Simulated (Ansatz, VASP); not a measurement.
**Two plane-wave programs on Y2MgC2**

The input INCAR:

```
SYSTEM = Y2MgC2
ALGO = Normal
EDIFF = 1E-6
EDIFFG = -0.01
ENCUT = 600
GGA = PE
IBRION = 2
ISIF = 3
ISMEAR = 0
LASPH = .TRUE.
LCHARG = .FALSE.
LREAL = .FALSE.
LWAVE = .FALSE.
NELM = 100
NSW = 100
PREC = Accurate
SIGMA = 0.1
```

The input KPOINTS:

```
k-points
0
G
  8 8 10
  0 0 0
```

POSCAR

```
Y2MgC2
1.0
    5.5121847215      0.0000000000      0.0000000000
    0.0000000000      5.5121847215      0.0000000000
    0.0000000000      0.0000000000      3.9879885467
Y Mg C
2 1 2
Direct
    0.5000000000      0.0000000000      0.0000000000
    0.0000000000      0.5000000000      0.0000000000
    0.0000000000      0.0000000000      0.0000000000
    0.5000000000      0.5000000000      0.3405762921
    0.5000000000      0.5000000000      0.6594237079
```

Input for Ansatz:

```yaml
crystal:
  lattice:
    - [5.5121847215, 0.0, 0.0]
    - [0.0, 5.5121847215, 0.0]
    - [0.0, 0.0, 3.9879885467]
  atoms:
    - { symbol: "Y", position: [0.5, 0.0, 0.0] }
    - { symbol: "Y", position: [0.0, 0.5, 0.0] }
    - { symbol: Mg, position: [0.0, 0.0, 0.0] }
    - { symbol: C, position: [0.5, 0.5, 0.3405762921] }
    - { symbol: C, position: [0.5, 0.5, 0.6594237079] }
basis:
  ecutwfc: 420
kpoints:
  mp_grid: { grid: [8, 8, 10] }
hamiltonian:
  xc: pbe
scf:
  occupations: { method: gaussian, width: 0.1 }
output:
  forces: true
  stress: true
  eigenvalues: true
  write_density: true
  write_potential: true
  elf: true
  volumetric_format: npy
relax:
  adjacent_minimum: "off"
  f_tol: 0.01
  max_steps: 80
  cell: { stress_tol: 0.05 }
```

Alike in both runs: task relaxation of cell and atoms; functional PBE; k mesh 8 × 8 × 10; occupations gaussian, width 0.1 eV; no spin polarisation.

|  | VASP | Ansatz |
| --- | --- | --- |
| version | VASP 6.6.1 | Ansatz 0.2.0 |
| potentials or method | VASP PAW PBE potentials, release 64 (Y_sv, Mg, C) | scalar-relativistic, plane waves, PAW |
| plane-wave cutoff (eV) | 600 | 420 |
| valence electrons in the cell | 32 | 40 |

|  | VASP | Ansatz | Ansatz less VASP |
| --- | --- | --- | --- |
| gap on the k mesh at the Fermi level, each at its own relaxed structure (eV) | none | none | - |
| relaxed volume (Å³/atom) | 24.18 | 24.20 | +0.022 |
| relaxed cell length with the largest relative difference (Å) | 3.996 | 4.001 | +0.0049 |

A gap of «none» marks a metal or a gap that the smearing closes. The two sets of potentials don't hold the same shells in valence.
